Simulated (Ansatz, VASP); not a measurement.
# InAs in two plane-wave programs, part 2 of 2

Wanted: the spread between two codes on one cell, functional and k mesh. Of the first pair: The cell is taken from a series of runs on this material, whose earlier steps may have relaxed, scaled, displaced or heated it; both programs get it as it stands.

VASP 6.6.1 and Ansatz 0.2.0.

So far: The starting structure; VASP: relaxation of cell and atoms, PBEsol; Ansatz: relaxation of cell and atoms, PBEsol; Comparison.

### 5. Ansatz: relaxation, PBEsol

Level of this step: Ansatz beside VASP: Kohn-Sham DFT, plane waves, PBEsol (Ansatz).

This run makes the geometry at which the two programs are then compared.

The structure compared here is the end of the Ansatz relaxation.

File input.yaml:

```yaml
crystal:
  lattice:
    - [0.0, 3.0440845655, 3.0440845655]
    - [3.0440845655, 0.0, 3.0440845655]
    - [3.0440845655, 3.0440845655, 0.0]
  atoms:
    - { symbol: In, position: [0.0, 0.0, 0.0] }
    - { symbol: As, position: [0.75, 0.75, 0.75] }
kpoints:
  mp_grid: { grid: [8, 8, 8] }
scf:
  occupations: { method: fermi_dirac, width: 0.02 }
hamiltonian:
  xc: pbesol
  pseudopotentials: { kind: paw, azcp: { folder: soft_1 }, xc_functional: pbe }
basis:
  ecutwfc: 600
output:
  forces: true
  stress: true
relax:
  f_tol: 0.005
  max_steps: 70
  cell: { stress_tol: 0.02, p_target: 15 }
```

The run is started by

```
> ansatz run input.yaml --threads 4 --pin off --max-ram 10240MiB --backend cpu --events-out ev --progress --plain --runs-dir out
```

Numbers of over 12 decimals in the logs are rounded to 6 here.

The log of the run:

```text
[...]
Crystal: 2 atoms, lattice volume = 56.416 Å³
Basis set: ecut = 600 eV, 1893 PW (Γ), exchange–correlation on 72×72×72 points (8 copies of the dense FFT grid, shifted against one another)
Bands: 18, of which v1, the nominal top of the filled ones, is band 14 counted from 1 (13 counted from 0)
Symmetry: 24 space group operations
[...]
k-points: 29 of 512 (time reversal used)
[...]
-0.000000      14.983233      -0.000000
       -0.000000       0.000000      14.983233
  P = ⅓ Tr σ = 14.9832 GPa (149.832 kbar)
--- Relaxed structure (4 steps of the walk, 4 accepted, 1 SCFs on fresh bases) ---
[...]
cell:  # Å, volume = 47.2213 Å³
    - [0, 2.868816, 2.868816]
    - [2.868816, 0, 2.868816]
    - [2.868816, 2.868816, 0]
  atoms:
    - { symbol: In, position: [0, 0, 0] }
    - { symbol: As, position: [0.750000, 0.750000, 0.750000] }
[key lines of the parts left out:]
SCF converged after 6 iterations
Free energy (F): -10338.531214 eV
Fermi energy:    10.083428 eV
```

### 6. VASP: single point, PBEsol, pair 2

The same cell, functional, mesh and smearing now go to VASP, with its own data sets.

File INCAR:

```
SYSTEM = InAs
PREC = Accurate
ENCUT = 500
EDIFF = 1E-06
NELM = 120
ISMEAR = -1
SIGMA = 0.02
LREAL = .FALSE.
ALGO = Normal
GGA = PS
NBANDS = 15
LORBIT = 11
LWAVE = .FALSE.
LCHARG = .FALSE.
ISIF = 2
LASPH = .TRUE.
GGA_COMPAT = .FALSE.
EFERMI = MIDGAP
```

File POSCAR:

```
InAs
1.0
    0.0000000000      2.8688162133      2.8688162133
    2.8688162133      0.0000000000      2.8688162133
    2.8688162133      2.8688162133      0.0000000000
In As
1 1
Direct
    0.0000000000      0.0000000000      0.0000000000
    0.7500000000      0.7500000000      0.7500000000
```

File KPOINTS:

```
Automatic mesh
0
Gamma
8 8 8
0 0 0
```

Potentials, in the order of the species: In_d and As (PBE family, release 64).

The run is started by

```
> mpirun -np 1 vasp_std
```

The log of the run:

```text
[banner, memory and clock lines left out]
running    1 mpi-ranks, on    1 nodes
[...]
[... a notice as in an earlier step ...]

 LDA part: xc-table for (Slater+PW92), standard interpolation
 POSCAR, INCAR and KPOINTS ok, starting setup
[...]
entering main loop
       N       E                     dE             d eps       ncg     rms          rms(c)
DAV:   1     0.112397202510E+03    0.11240E+03   -0.83301E+03   870   0.135E+03
DAV:   2    -0.128060915287E+01   -0.11368E+03   -0.10918E+03   961   0.306E+02
DAV:   3    -0.831203535183E+01   -0.70314E+01   -0.69992E+01  1122   0.786E+01
DAV:   4    -0.847775224804E+01   -0.16572E+00   -0.16567E+00  1096   0.128E+01
[...]
DAV:  11    -0.811466082109E+01   -0.18271E-04   -0.79737E-05  1147   0.180E-01    0.391E-02
DAV:  12    -0.811465794756E+01    0.28735E-05   -0.12534E-05  1322   0.602E-02    0.664E-03
DAV:  13    -0.811465792596E+01    0.21602E-07   -0.15323E-06   898   0.110E-02
   1 F= -.81146579E+01 E0= -.81146579E+01  d E =-.100299E-07
```

OUTCAR, selected parts (step 6):

```text
  Total        4.4635845      4.4635845      4.4635845      0.0000000      0.0000000     -0.0000000
  in kB      151.4454284    151.4454284    151.4454284      0.0000000      0.0000000     -0.0000000
  external PRESSURE =     151.4454284 kB  Pullay stress =       0.0000000 kB

 POSITION                                       TOTAL-FORCE (eV/Angst)
 -----------------------------------------------------------------------------------
      0.00000      0.00000      0.00000         0.000000      0.000000      0.000000
      4.30322      4.30322      4.30322        -0.000000     -0.000000     -0.000000
 -----------------------------------------------------------------------------------
    total drift:                                0.000000      0.000000      0.000000

  FREE ENERGIE OF THE ION-ELECTRON SYSTEM (eV)
  ---------------------------------------------------
  free  energy   TOTEN  =        -8.1146579260 eV

  energy  without entropy=       -8.1146579159  energy(sigma->0) =       -8.11465792

[... 1 part as in an earlier step ...]

[... 2 further parts left out ...]
[key lines of the parts left out:]
E-fermi :   6.4017
```

The run ends at a pressure of 15.14 GPa.

### 7. Differences

What differs besides the data sets and the points named for the pairs above, as far as they apply: the data sets hold 28 valence electrons in Ansatz (on its PAW soft_1 files) and 18 in VASP; Ansatz's pressure holds a Pulay correction, VASP's none. Total energies have different zeros and are not compared.

Compared:

| quantity | Ansatz | VASP | difference |
| --- | --- | --- | --- |
| pressure (GPa) | 14.98 | 15.14 | -0.16 |
| gap on the k mesh (eV) | 0.502 | 0.513 | -0.011 |

A gap on the mesh is an upper bound, since the band edges may lie between its points.

### 8. Ansatz: relaxation, PBEsol

This run makes the geometry at which the two programs are then compared. The cell compared in this pair holds 49.43 Å³, against 47.22 Å³ for the pair before.

The structure compared here is the end of the Ansatz relaxation.

input.yaml, as its differences from that of step 5:

```diff
@@ -23,2 +23,2 @@
   max_steps: 70
-  cell: { stress_tol: 0.02, p_target: 15 }
+  cell: { stress_tol: 0.02, p_target: 10 }
```

The run is started by

```
> ansatz run input.yaml --threads 4 --pin off --max-ram 10240MiB --backend cpu --events-out ev --progress --plain --runs-dir out
```

The log of the run:

```text
[...]
Crystal: 2 atoms, lattice volume = 56.416 Å³
Basis set: ecut = 600 eV, 1893 PW (Γ), exchange–correlation on 72×72×72 points (8 copies of the dense FFT grid, shifted against one another)
Bands: 18, of which v1, the nominal top of the filled ones, is band 14 counted from 1 (13 counted from 0)
Symmetry: 24 space group operations
[...]
k-points: 29 of 512 (time reversal used)
[...]
9.987484      -0.000000      -0.000000
       -0.000000       9.987484      -0.000000
       -0.000000      -0.000000       9.987484
  P = ⅓ Tr σ = 9.9875 GPa (99.875 kbar)
--- Relaxed structure (4 steps of the walk, 4 accepted, 1 SCFs on fresh bases) ---
[...]
cell:  # Å, volume = 49.4299 Å³
    - [0, 2.912862, 2.912862]
    - [2.912862, 0, 2.912862]
    - [2.912862, 2.912862, 0]
  atoms:
    - { symbol: In, position: [0, 0, 0] }
    - { symbol: As, position: [0.75, 0.75, 0.75] }
[key lines of the parts left out:]
SCF converged after 5 iterations
Free energy (F): -10338.702011 eV
Fermi energy:    9.264382 eV
```

### 9. VASP: single point, PBEsol, pair 3

The same cell, functional, mesh and smearing now go to VASP, with its own data sets.

INCAR is that of step 6.

File POSCAR:

```
InAs
1.0
    0.0000000000      2.9128621838      2.9128621838
    2.9128621838      0.0000000000      2.9128621838
    2.9128621838      2.9128621838      0.0000000000
In As
1 1
Direct
    0.0000000000      0.0000000000      0.0000000000
    0.7500000000      0.7500000000      0.7500000000
```

KPOINTS is that of step 6.

The run is started by

```
> mpirun -np 1 vasp_std
```

The log of the run:

```text
[... set-up lines as in an earlier step ...]
 entering main loop
       N       E                     dE             d eps       ncg     rms          rms(c)
DAV:   1     0.112311218592E+03    0.11231E+03   -0.82428E+03   877   0.130E+03
DAV:   2    -0.129728199713E+01   -0.11361E+03   -0.10920E+03   933   0.311E+02
DAV:   3    -0.845177215711E+01   -0.71545E+01   -0.71221E+01  1136   0.786E+01
DAV:   4    -0.862916451986E+01   -0.17739E+00   -0.17735E+00  1061   0.131E+01
[...]
DAV:  11    -0.828828476320E+01   -0.18782E-04   -0.67474E-05  1092   0.154E-01    0.346E-02
DAV:  12    -0.828828299928E+01    0.17639E-05   -0.88921E-06  1276   0.460E-02    0.588E-03
DAV:  13    -0.828828292999E+01    0.69290E-07   -0.12985E-06   821   0.925E-03
   1 F= -.82882829E+01 E0= -.82882820E+01  d E =-.180836E-05
```

From OUTCAR (step 9):

```text
  Total        3.1225507      3.1225507      3.1225507      0.0000000     -0.0000000     -0.0000000
  in kB      101.2115966    101.2115966    101.2115966      0.0000000     -0.0000000     -0.0000000
  external PRESSURE =     101.2115966 kB  Pullay stress =       0.0000000 kB

 POSITION                                       TOTAL-FORCE (eV/Angst)
 -----------------------------------------------------------------------------------
      0.00000      0.00000      0.00000        -0.000000     -0.000000     -0.000000
      4.36929      4.36929      4.36929         0.000000      0.000000      0.000000
 -----------------------------------------------------------------------------------
    total drift:                               -0.000000     -0.000000     -0.000000

  FREE ENERGIE OF THE ION-ELECTRON SYSTEM (eV)
  ---------------------------------------------------
  free  energy   TOTEN  =        -8.2882829300 eV

  energy  without entropy=       -8.2882811216  energy(sigma->0) =       -8.28828203

[... 1 part as in an earlier step ...]

[... 2 further parts left out ...]
[key lines of the parts left out:]
E-fermi :   5.7418
```

The run ends at a pressure of 10.12 GPa.

### 10. Differences

What differs besides the data sets and the points named for the pairs above, as far as they apply: the data sets hold 28 valence electrons in Ansatz (on its PAW soft_1 files) and 18 in VASP. Total energies have different zeros and are not compared.

The two programs side by side:

| quantity | Ansatz | VASP | difference |
| --- | --- | --- | --- |
| pressure (GPa) | 9.99 | 10.12 | -0.13 |
| gap on the k mesh (eV) | 0.274 | 0.284 | -0.009 |

A gap on the mesh is an upper bound, since the band edges may lie between its points.

### 11. Outcome

```json
{"difference in volume (relaxation of cell and atoms, PBEsol)": "-0.13 %", "difference in gap on the k mesh (single point, PBEsol, pair 2)": "-0.011 eV", "difference in gap on the k mesh (single point, PBEsol, pair 3)": "-0.0094 eV"}
```

**Reading.** The difference in gap on the k mesh is -0.011 eV (single point, PBEsol, pair 2), within the 0.08 eV picked in this series as the mark of a large difference. The data sets hold unlike numbers of valence electrons (28 in Ansatz and 18 in VASP), so part of the differences comes from the potentials. 2 further runs of this series are not shown here. How closely two codes agree says nothing of how well the functional describes the real material.

[Lines on the potential files, build, host, timing and source positions are cut from VASP's logs without a mark.]

[Logs are printed without paths, hosts, clocks, repeated set-up lines and the standing remarks that a program may print on its own settings, such as how far it seeks lower states.]

[Hosts, paths, dates, database ids (printed as entryN), source tags and the programs' standing remarks are cut or masked in the printed files.]
